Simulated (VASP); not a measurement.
Output of a VASP run:

### OSZICAR
```
...
DAV:  27     0.592434138062E+01   -0.14273E-01   -0.18597E-02  2880   0.135E+00    0.288E-01
DAV:  28     0.593385849618E+01    0.95171E-02   -0.20211E-02  2912   0.115E+00    0.194E-01
DAV:  29     0.593342060906E+01   -0.43789E-03   -0.36718E-03  3112   0.543E-01    0.138E-01
DAV:  30     0.592447388732E+01   -0.89467E-02   -0.21592E-02  1720   0.127E+00    0.154E-01
DAV:  31     0.592205545313E+01   -0.24184E-02   -0.50420E-03  2868   0.588E-01    0.171E-01
DAV:  32     0.592263665704E+01    0.58120E-03   -0.37777E-04  3064   0.149E-01    0.159E-01
DAV:  33     0.592269086698E+01    0.54210E-04   -0.26679E-05  3280   0.411E-02    0.159E-01
DAV:  34     0.592167766308E+01   -0.10132E-02   -0.11485E-03  1760   0.294E-01    0.139E-01
DAV:  35     0.592116788666E+01   -0.50978E-03   -0.16485E-03  2510   0.334E-01    0.123E-01
DAV:  36     0.592110964886E+01   -0.58238E-04   -0.19376E-04  3088   0.835E-02    0.122E-01
DAV:  37     0.592110338931E+01   -0.62595E-05   -0.13199E-05  3008   0.255E-02    0.123E-01
DAV:  38     0.592105661102E+01   -0.46778E-04   -0.62294E-05  2752   0.540E-02    0.119E-01
DAV:  39     0.592107804914E+01    0.21438E-04   -0.11633E-05  2926   0.323E-02    0.119E-01
DAV:  40     0.592107749413E+01   -0.55501E-06   -0.90512E-07  2104   0.721E-03    0.118E-01
DAV:  41     0.592109012888E+01    0.12635E-04   -0.14869E-04  2242   0.103E-01    0.116E-01
DAV:  42     0.592107812111E+01   -0.12008E-04   -0.10163E-03  2648   0.290E-01    0.600E-02
DAV:  43     0.592100631708E+01   -0.71804E-04   -0.25130E-04  3072   0.110E-01    0.529E-02
DAV:  44     0.592126920586E+01    0.26289E-03   -0.37529E-04  2518   0.145E-01    0.731E-02
DAV:  45     0.592107772771E+01   -0.19148E-03   -0.12361E-03  1944   0.289E-01    0.540E-02
DAV:  46     0.592096289422E+01   -0.11483E-03   -0.58208E-04  2744   0.196E-01    0.274E-02
DAV:  47     0.592093425305E+01   -0.28641E-04   -0.68943E-05  3080   0.718E-02    0.211E-02
DAV:  48     0.592092149445E+01   -0.12759E-04   -0.52877E-05  3032   0.506E-02    0.126E-02
DAV:  49     0.592087713971E+01   -0.44355E-04   -0.75474E-05  2286   0.751E-02    0.771E-03
DAV:  50     0.592084977823E+01   -0.27361E-04   -0.88956E-05  2316   0.737E-02    0.997E-03
DAV:  51     0.592084179192E+01   -0.79863E-05   -0.20727E-05  2410   0.393E-02    0.876E-03
DAV:  52     0.592084249406E+01    0.70213E-06   -0.14446E-05  2656   0.335E-02    0.414E-03
DAV:  53     0.592084287715E+01    0.38309E-06   -0.36570E-06  2376   0.167E-02    0.255E-03
DAV:  54     0.592084132718E+01   -0.15500E-05   -0.95389E-07  2448   0.920E-03    0.172E-03
DAV:  55     0.592084188128E+01    0.55410E-06   -0.76937E-07  2136   0.849E-03    0.175E-03
DAV:  56     0.592084146006E+01   -0.42122E-06   -0.11764E-06  2342   0.984E-03    0.158E-03
DAV:  57     0.592084010845E+01   -0.13516E-05   -0.15643E-07  1150   0.729E-03    0.153E-03
DAV:  58     0.592084032082E+01    0.21237E-06   -0.24020E-07  1248   0.744E-03    0.135E-03
DAV:  59     0.592083950248E+01   -0.81834E-06   -0.39814E-07  1228   0.863E-03    0.121E-03
DAV:  60     0.592084021208E+01    0.70960E-06   -0.64703E-07  1288   0.114E-02    0.102E-03
DAV:  61     0.592084095334E+01    0.74126E-06   -0.17138E-07  1122   0.907E-03    0.704E-04
DAV:  62     0.592084021900E+01   -0.73434E-06   -0.26296E-07  1328   0.883E-03    0.548E-04
DAV:  63     0.592084027985E+01    0.60849E-07   -0.92771E-08   950   0.853E-03
   1 F= 0.59208403E+01 E0= 0.59208403E+01  d E =0.000000E+00
       N       E                     dE             ncg
       N       E                     dE             ncg
```

File OUTCAR:
```
------------------------ aborting loop because EDIFF is reached ----------------------------------------
  FORCE on cell =-STRESS in cart. coord.  units (eV):
  Direction    XX          YY          ZZ          XY          YZ          ZX
  --------------------------------------------------------------------------------------
  Total        0.1869174      0.1869175     -0.1313607      0.0000000      0.0000000      0.0000000
  in kB        2.0965726      2.0965729     -1.4734163      0.0000000      0.0000000      0.0000000
  external PRESSURE =       0.9065764 kB  Pullay stress =       0.0000000 kB
  volume of cell :      142.84
      direct lattice vectors                 reciprocal lattice vectors
     1.861872291 -3.224857623  0.000000000     0.268546883 -0.155045605  0.000000000
     1.861872291  3.224857623  0.000000000     0.268546883  0.155045605  0.000000000
     0.000000000  0.000000000 11.894879911     0.000000000  0.000000000  0.084069785
 POSITION                                       TOTAL-FORCE (eV/Angst)
 -----------------------------------------------------------------------------------
      0.00000      0.00000      5.94744        -0.000000      0.000000      0.000000
      0.00000      0.00000      0.00000        -0.000000      0.000000      0.000000
      1.86187      1.07495      2.97372         0.000000      0.000000     -0.000000
      1.86187     -1.07495      8.92116        -0.000000     -0.000000      0.000000
 -----------------------------------------------------------------------------------
    total drift:                                0.000000      0.000000      0.000000
  FREE ENERGIE OF THE ION-ELECTRON SYSTEM (eV)
  ---------------------------------------------------
  free  energy   TOTEN  =         5.9208402798 eV

  energy  without entropy=        5.9208402798  energy(sigma->0) =        5.92084028

 total charge

# of ion       s       p       d       f       tot
--------------------------------------------------
    1        2.078   5.551   0.918   0.074   8.620
    2        2.078   5.551   0.918   0.074   8.620
    3        2.081   5.557   0.907   0.068   8.613
    4        2.081   5.557   0.907   0.068   8.613
--------------------------------------------------
tot          8.317  22.216   3.650   0.283  34.466

 Electric field gradients after diagonalization (V/A^2)
 (convention: |V_zz| > |V_xx| > |V_yy|)
----------------------------------------------------------------------
 ion       V_xx      V_yy      V_zz     asymmetry (V_yy - V_xx)/ V_zz
----------------------------------------------------------------------
   1     -15.193   -15.193    30.386       0.000
   2     -15.193   -15.193    30.386       0.000
   3     -19.578   -19.576    39.154       0.000
   4     -19.578   -19.576    39.154       0.000
```
(Selected blocks of OUTCAR.)

**POSCAR**
```
La
1
    1.8618722909    -3.2248576234     0.0000000000
    1.8618722909     3.2248576234     0.0000000000
    0.0000000000     0.0000000000    11.8948799114
La
4
Direct
  0.0000000000   0.0000000000   0.5000000000
  0.0000000000   0.0000000000   0.0000000000
  0.3333330000   0.6666670000   0.2500000000
  0.6666670000   0.3333330000   0.7500000000
```

### Question
Write an INCAR and KPOINTS that could have produced this output.

### Answer
Several could match; the one computed here: the input of the run itself, MS2 meta-GGA, plane waves, VASP's PBE PAW potentials (set 64).

INCAR:
```
# general
SYSTEM   =  La
PREC     =  Accurate
ENCUT    =  520
LREAL    =  .FALSE.
LASPH    =  .TRUE.

# electronic loop
EDIFF    =  1E-7
NELM     =  100
ALGO     =  Normal
LMAXMIX  =  6
LMIXTAU  =  .TRUE.

# smearing
ISMEAR   =  -5

# functional
METAGGA  =  MS2

# ions
ISIF     =  2

# output
LWAVE    =  .FALSE.
LCHARG   =  .FALSE.
LORBIT   =  11
NEDOS    =  601

# other
LEFG     =  .TRUE.
```

KPOINTS_OPT:
```
k-points along high-symmetry lines
6
Line-mode
Reciprocal
  0.000000   0.000000   0.000000 ! GAMMA
 -0.000000   0.500000   0.000000 ! M

 -0.000000   0.500000   0.000000 ! M
 -0.333333   0.666667   0.000000 ! K

 -0.333333   0.666667   0.000000 ! K
  0.000000   0.000000   0.000000 ! GAMMA

  0.000000   0.000000   0.000000 ! GAMMA
  0.000000   0.000000   0.500000 ! A

  0.000000   0.000000   0.500000 ! A
 -0.000000   0.500000   0.500000 ! L

 -0.000000   0.500000   0.500000 ! L
 -0.333333   0.666667   0.500000 ! H

 -0.333333   0.666667   0.500000 ! H
  0.000000   0.000000   0.500000 ! A

 -0.000000   0.500000   0.500000 ! L
 -0.000000   0.500000   0.000000 ! M

 -0.333333   0.666667   0.500000 ! H
 -0.333333   0.666667   0.000000 ! K
```

File KPOINTS:
```
Automatic mesh
0
Gamma
11 11 3
0 0 0
```

POTCAR, in this order: La (PBE.64 set). Program: vasp_std.

For a metal the tetrahedron method with Blöchl corrections gives inexact stress and forces.

The compound is La in the dhcp structure. It was relaxed first.
